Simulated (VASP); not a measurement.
# CdAg in VASP: notebook

The runs below take CdAg through single point, with PBEsol+U.

All numbers are computed with VASP 6.6.1; they aren't measurements. Logs are shortened: lines on timing, memory, paths and dates and some standing lists are left out, and cuts for length are marked.

**1. The sheet as given**

The cell holds a sheet with vacuum, 2 atoms: a = 3.906 Å, b = 3.906 Å, c = 23.800 Å, α = 90.00°, β = 90.00°, γ = 90.00°.

The cell was built by a generator and needn't be a form met in nature.

**2. Single point, PBEsol+U**

The input, INCAR:

```
  PREC = Accurate
  ENCUT = 520
  EDIFF = 1E-6
  ISMEAR = -1
  SIGMA = 0.05
  LREAL = F
  LASPH = T
  NELM = 100
  ALGO = Fast
  ISIF = 2
  LWAVE = F
  LCHARG = F
  LMAXMIX = 4
  LDAU = T
  LDAUTYPE = 2
  LDAUL = -1 2
  LDAUU = 0 6
  LDAUJ = 0 0
  LDAUPRINT = 1
  LDIPOL = T
  IDIPOL = 3
  DIPOL = 0.5 0.5 0.294
  GGA = PS
  NBANDS = 18
```

The input, KPOINTS:

```
regular mesh
0
Gamma
  7 7 1
```

The input, POSCAR:

```
CdAg
1.0
    3.9055300000      0.0000000000      0.0000000000
    0.0000000000      3.9055300000      0.0000000000
    0.0000000000      0.0000000000     23.8000000000
Cd Ag
1 1
Direct
    0.0000000000      0.0000000000      0.2941200000
    0.5000000000      0.5000000000      0.2941200000
```

Potentials or basis: VASP PAW PBE potentials, release 64 (Cd, Ag).

Launch:

```console
cat potpaw_PBE.64/Cd/POTCAR potpaw_PBE.64/Ag/POTCAR > POTCAR
mpirun -np 1 vasp_std > vasp.out
```

OUTCAR:

```text
PREC = Accurate
   ENCUT = 520
   EDIFF = 1E-6
   ISMEAR = -1
   LREAL = F
   LASPH = T
   NELM = 100
   ISIF = 2
   GGA = PS

 ion  position               nearest neighbor table
   1  0.000  0.000  0.294-   2 2.76   2 2.76   2 2.76   2 2.76
   2  0.500  0.500  0.294-   1 2.76   1 2.76   1 2.76   1 2.76

  LATTYP: Found a simple tetragonal cell.
 ALAT       =     3.9055300000
 C/A-ratio  =     6.0939232319

  Lattice vectors:

 A1 = (   3.9055300000,   0.0000000000,   0.0000000000)
 A2 = (   0.0000000000,   3.9055300000,   0.0000000000)
 A3 = (   0.0000000000,   0.0000000000,  23.8000000000)

Analysis of symmetry for initial positions (statically):
=====================================================================
 Subroutine PRICEL returns:
 Original cell was already a primitive cell.

 Routine SETGRP: Setting up the symmetry group for a
 simple tetragonal supercell.

 Subroutine GETGRP returns: Found 16 space group operations
 (whereof  8 operations were pure point group operations)
 out of a pool of 16 trial point group operations.

The static configuration has the point symmetry C_4v.
 The point group associated with its full space group is D_4h.

Analysis of symmetry for dynamics (positions and initial velocities):
=====================================================================
 Subroutine PRICEL returns:
 Original cell was already a primitive cell.

 Routine SETGRP: Setting up the symmetry group for a
 simple tetragonal supercell.

 Subroutine GETGRP returns: Found 16 space group operations
 (whereof  8 operations were pure point group operations)
 out of a pool of 16 trial point group operations.

The dynamic configuration has the point symmetry C_4v.
 The point group associated with its full space group is D_4h.

 Subroutine INISYM returns: Found 16 space group operations
 (whereof  8 operations are pure point group operations),
 and found     1 'primitive' translations

----------------------------------------------------------------------------------------

                                     Primitive cell

  volume of cell :     363.0253

  direct lattice vectors                    reciprocal lattice vectors
     3.905530000  0.000000000  0.000000000     0.256047195  0.000000000  0.000000000
     0.000000000  3.905530000  0.000000000     0.000000000  0.256047195  0.000000000
     0.000000000  0.000000000 23.800000000     0.000000000  0.000000000  0.042016807

  length of vectors
     3.905530000  3.905530000 23.800000000     0.256047195  0.256047195  0.042016807

  position of ions in fractional coordinates (direct lattice)
     0.000000000  0.000000000  0.294120000
     0.500000000  0.500000000  0.294120000

  ion indices of the primitive-cell ions
   primitive index   ion index
                 1           1
                 2           2

----------------------------------------------------------------------------------------

 KPOINTS: regular mesh

Automatic generation of k-mesh.
 Grid dimensions read from file:
 generate k-points for:    7    7    1

 Generating k-lattice:

  Cartesian coordinates                     Fractional coordinates (reciprocal lattice)
     0.036578171  0.000000000  0.000000000     0.142857143  0.000000000  0.000000000
     0.000000000  0.036578171  0.000000000     0.000000000  0.142857143  0.000000000
     0.000000000  0.000000000  0.042016807     0.000000000  0.000000000  1.000000000

  Length of vectors
     0.036578171  0.036578171  0.042016807

  Shift w.r.t. Gamma in fractional coordinates (k-lattice)
     0.000000000  0.000000000  0.000000000

 Subroutine IBZKPT returns following result:
 ===========================================
[... 29 lines left out ...]
   LSORBIT =      F    spin-orbit coupling
   LASPH  =      T    aspherical Exc in radial PAW
   ENCUT  =  520.0 eV  38.22 Ry    6.18 a.u.   7.26  7.26 44.25*2*pi/ulx,y,z
   NELM   =    100;   NELMIN=  2; NELMDL= -5     # of ELM steps
   EDIFF  = 0.1E-05   stopping-criterion for ELM
   LREAL  =      F    real-space projection
   EDIFFG = 0.1E-04   stopping-criterion for IOM
   NSW    =      0    number of steps for IOM
   IBRION =     -1    ionic relax: 0-MD 1-quasi-New 2-CG
   NFREE  =      0    steps in history (QN), initial steepest desc. (CG)
   ISIF   =      2    stress and relaxation
   ISYM   =      2    0-nonsym 1-usesym 2-fastsym
   POTIM  = 0.5000    time-step for ionic-motion
   TEBEG  =    0.0;   TEEND  =   0.0 temperature during run
   PSTRESS=    0.0 pullay stress
   NELECT =      23.0000    total number of electrons
   NUPDOWN=      -1.0000    fix difference up-down
   EMIN   =  10.00;   EMAX   =-10.00  energy-range for DOS
   EFERMI =   0.00;   METHOD = LEGACY
   ISMEAR =    -1;   SIGMA  =   0.05  broadening in eV -4-tet -1-fermi 0-gaus
   EFERMI_NEDOS =   21; number of points for ismear=-14 and -15
   IALGO  =     68    algorithm
   IMIX   =      4    mixing-type and parameters
     AMIX     =   0.40;   BMIX     =  1.00
     AMIX_MAG =   1.60;   BMIX_MAG =  1.00
  volume/ion in A,a.u.               =     181.51      1224.91
  Fermi-wavevector in a.u.,A,eV,Ry     =   0.652637  1.233305  5.795201  0.425935
  Thomas-Fermi vector in A             =   1.722621
   LORBIT       =      0    0 simple, 1 ext, 2 COOP (PROOUT), +10 PAW based schemes
 LDA+U is selected, type is set to LDAUTYPE =  2
   angular momentum for each species LDAUL =    -1    2
   U (eV)           for each species LDAUU =   0.0  6.0
   J (eV)           for each species LDAUJ =   0.0  0.0
   GGA     = PS    functional components
   LHFCALC =     F    Hartree Fock is set to
   AEXX    =    0.0000 exact exchange contribution
   IVDW    =     0    specifies the selected vdW correction
   LEPSILON=     F    determine dielectric tensor
   LRPA    =     F    only Hartree local field effects (RPA)
 non-spin polarized calculation
 RMM-DIIS sequential band-by-band and
  energy-cutoff  :      520.00
  volume of cell :      363.03
 maximum number of plane-waves:      9800
 NGX is ok and might be reduce to    30
   NGX = 15   NGY = 15   NGZ = 89

 dipolmoment           0.000000      0.000000     -0.000000 electrons x Angstroem

atom =   2  type =  2  l = 2

 onsite density matrix

spin component  1

  0.9331 -0.0000  0.0000  0.0000 -0.0000
 -0.0000  0.9510 -0.0000  0.0000 -0.0000
  0.0000 -0.0000  0.9560 -0.0000  0.0000
  0.0000  0.0000 -0.0000  0.9510  0.0000
 -0.0000 -0.0000  0.0000  0.0000  0.9525

spin component  2

  0.9331 -0.0000  0.0000  0.0000 -0.0000
 -0.0000  0.9510 -0.0000  0.0000 -0.0000
  0.0000 -0.0000  0.9560 -0.0000  0.0000
  0.0000  0.0000 -0.0000  0.9510  0.0000
 -0.0000 -0.0000  0.0000  0.0000  0.9525

 occupancies and eigenvectors

  o =  0.9331  v =  1.0000  0.0000  0.0000  0.0000  0.0000  0.0000  0.0000  0.0000  0.0000  0.0000      0.0000  0.0000  0.0000  0.0000  0.0000  0.0000  0.0000  0.0000  0.0000  0.0000
  o =  0.9331  v =  0.0000  0.0000  0.0000  0.0000  0.0000  1.0000  0.0000  0.0000  0.0000  0.0000      0.0000  0.0000  0.0000  0.0000  0.0000  0.0000  0.0000  0.0000  0.0000  0.0000
  o =  0.9510  v =  0.0000  0.0691  0.0000  0.9976 -0.0000  0.0000  0.0000  0.0000  0.0000  0.0000      0.0000  0.0000  0.0000  0.0000  0.0000  0.0000  0.0000  0.0000  0.0000  0.0000
  o =  0.9510  v =  0.0000  0.0000  0.0000  0.0000  0.0000  0.0000  0.0691  0.0000  0.9976 -0.0000      0.0000  0.0000  0.0000  0.0000  0.0000  0.0000  0.0000  0.0000  0.0000  0.0000
  o =  0.9510  v =  0.0000 -0.9976  0.0000  0.0691  0.0000  0.0000  0.0000  0.0000  0.0000  0.0000      0.0000  0.0000  0.0000  0.0000  0.0000  0.0000  0.0000  0.0000  0.0000  0.0000
  o =  0.9510  v =  0.0000  0.0000  0.0000  0.0000  0.0000  0.0000 -0.9976  0.0000  0.0691  0.0000      0.0000  0.0000  0.0000  0.0000  0.0000  0.0000  0.0000  0.0000  0.0000  0.0000
  o =  0.9525  v =  0.0000  0.0000  0.0000  0.0000  0.0000  0.0000 -0.0000 -0.0000  0.0000 -1.0000      0.0000  0.0000  0.0000  0.0000  0.0000  0.0000  0.0000  0.0000  0.0000  0.0000
  o =  0.9525  v =  0.0000 -0.0000 -0.0000  0.0000 -1.0000  0.0000  0.0000  0.0000  0.0000  0.0000      0.0000  0.0000  0.0000  0.0000  0.0000  0.0000  0.0000  0.0000  0.0000  0.0000
  o =  0.9560  v =  0.0000  0.0000  1.0000 -0.0000 -0.0000  0.0000  0.0000  0.0000  0.0000  0.0000      0.0000  0.0000  0.0000  0.0000  0.0000  0.0000  0.0000  0.0000  0.0000  0.0000
  o =  0.9560  v =  0.0000  0.0000  0.0000  0.0000  0.0000  0.0000  0.0000  1.0000 -0.0000 -0.0000      0.0000  0.0000  0.0000  0.0000  0.0000  0.0000  0.0000  0.0000  0.0000  0.0000

 number of electron      23.0000016 magnetization

 dipolmoment           0.000000      0.000000      0.000005 electrons x Angstroem

 Free energy of the ion-electron system (eV)
  ---------------------------------------------------
  ext. energy  EPLUGINS =         0.00000000
  ---------------------------------------------------
  free energy    TOTEN  =        -1.41920350 eV

  energy without entropy =       -1.40876752  energy(sigma->0) =       -1.41398551

 E-fermi :  -2.5556     XC(G=0):  -1.8897

 val. band max:       -2.5987756564   @ k =   0.4286   0.4286   0.0000
 cond. band min:      -2.4509461122   @ k =   0.2857   0.0000   0.0000
 fundamental gap:      0.1478295443
 Fermi energy:        -2.5555962685

 k-point     1 :       0.0000    0.0000    0.0000
  band No.  band energies     occupation
      1     -11.9941      2.00000
      2     -11.8124      2.00000
      3     -11.7197      2.00000
      4     -11.3838      2.00000
      5     -11.3838      2.00000
      6      -9.3239      2.00000
[... 187 lines left out ...]
      5     -11.1849      2.00000
      6      -9.4437      2.00000
[... 10 lines left out ...]
     17       4.0664      0.00000
     18       4.1562      0.00000

------------------------ aborting loop because EDIFF is reached ----------------------------------------

 vacuum level on the upper side and lower side of the slab       (xc-potential included)        -0.006        -0.006

  FORCE on cell =-STRESS in cart. coord.  units (eV):
  Direction    XX          YY          ZZ          XY          YZ          ZX
  --------------------------------------------------------------------------------------
  -------------------------------------------------------------------------------------
  Total       -1.3571813     -1.3571813     -0.0307352      0.0000000      0.0000000      0.0000000
  in kB       -5.9897891     -5.9897891     -0.1356468      0.0000000      0.0000000      0.0000000
  external PRESSURE =      -4.0384084 kB  Pullay stress =       0.0000000 kB

 VOLUME and BASIS-vectors are now :
 -----------------------------------------------------------------------------
  energy-cutoff  :      520.00
  volume of cell :      363.03
      direct lattice vectors                 reciprocal lattice vectors
     3.905530000  0.000000000  0.000000000     0.256047195  0.000000000  0.000000000
     0.000000000  3.905530000  0.000000000     0.000000000  0.256047195  0.000000000
     0.000000000  0.000000000 23.800000000     0.000000000  0.000000000  0.042016807

 POSITION                                       TOTAL-FORCE (eV/Angst)
 -----------------------------------------------------------------------------------
      0.00000      0.00000      7.00006        -0.000000      0.000000      0.000000
      1.95277      1.95277      7.00006         0.000000     -0.000000     -0.000000
 -----------------------------------------------------------------------------------
    total drift:                                0.000000      0.000000     -0.000041

  FREE ENERGIE OF THE ION-ELECTRON SYSTEM (eV)
  ---------------------------------------------------
  free  energy   TOTEN  =        -1.4192035031 eV

  energy  without entropy=       -1.4087675218  energy(sigma->0) =       -1.41398551

 vacuum level on the upper side and lower side of the slab         0.940         0.940
```

It took 58 s on 1 thread of AMD EPYC 9R45 (Zen 5), shared host; peak memory 0.39 GiB.

What came out:

* Free energy: -1.4192 eV
* Band gap on the k mesh: none (metal or under the smearing width)

Levels at points of the mesh, in eV from the Fermi level:
```csv
k point,band 7,band 8,band 9,band 10,band 11,band 12,band 13,band 14,band 15,band 16
"(0.00, 0.00, 0.00)",-6.22,-6.21,-6.21,-5.58,-5.12,-0.14,3.15,3.58,3.67,4.10
```

Eigenvalues of the final occupation matrices:
```tsv
site	spin	trace	eigenvalues
site 2 d	1	4.74	0.93 0.95 0.95 0.95 0.96
site 2 d	2	4.74	0.93 0.95 0.95 0.95 0.96
```

Caveat: the PAW data sets were made with another functional, which shifts forces and pressure a little; U without spin polarisation on a metal has little footing; the U is typed as a test and isn't derived for this compound.

**3. Single point, PBEsol+U**

Changes to INCAR since step 2:

```diff
@@ -16,3 +16,3 @@
   LDAUL = -1 2
-  LDAUU = 0 6
+  LDAUU = 0 8
   LDAUJ = 0 0
```

KPOINTS is that of step 2.

POSCAR is that of step 2.

Potentials or basis: VASP PAW PBE potentials, release 64 (Cd, Ag).

Launch:

```console
cat potpaw_PBE.64/Cd/POTCAR potpaw_PBE.64/Ag/POTCAR > POTCAR
mpirun -np 1 vasp_std > vasp.out
```

Run time: 60 s. Hardware: 1 thread of AMD EPYC 9R45 (Zen 5), shared host; peak memory 0.4 GiB.

Results (log left out):

```
Free energy            : -0.9781 eV
Band gap on the k mesh : none (metal or under the smearing width)
```

Levels at points of the mesh, in eV from the Fermi level:
```
           k point  band 7  band 8  band 9  band 10  band 11  band 12  band 13  band 14  band 15  band 16
(0.00, 0.00, 0.00)   -6.98   -6.98   -6.88    -6.21    -5.29    -0.16     3.09     3.53     3.64     4.11
```

Eigenvalues of the final occupation matrices:
```tsv
site	spin	trace	eigenvalues
site 2 d	1	4.79	0.95 0.96 0.96 0.96 0.96
site 2 d	2	4.79	0.95 0.96 0.96 0.96 0.96
```

Caveat: the PAW data sets were made with another functional, which shifts forces and pressure a little; U without spin polarisation on a metal has little footing; the U is typed as a test and isn't derived for this compound.
